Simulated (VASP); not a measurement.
```
ZrSb
1.0
    0.00000     3.22640     3.22640
    3.22640     0.00000     3.22640
    3.22640     3.22640     0.00000
Zr Sb
1 1
Cartesian
  0.00000   0.00000   0.00000
  1.61320   1.61320   1.61320
```

The numbers are results of PBEsol GGA, VASP's PBE PAW potentials (set 64) (plane waves; VASP), not measurements. Numerical set-up: 400 eV cut-off, Gaussian smearing of 0.050 eV, potentials Zr_sv Sb.

Unless said otherwise, spin-orbit coupling is left out, though it shifts the bands of the heavy elements here.

Estimate the band gap (along the path) with the smallest direct gap where there is one.

- band gap (along the path) = none (metal, semimetal or under 0.01 eV)

The structure was generated: ZrSb was put into the zinc blende type (F-43m), which need not be its known phase. It was relaxed first, which changed the volume by -30 %. The electron count is odd and the run is not spin-polarised, which forces a metal.
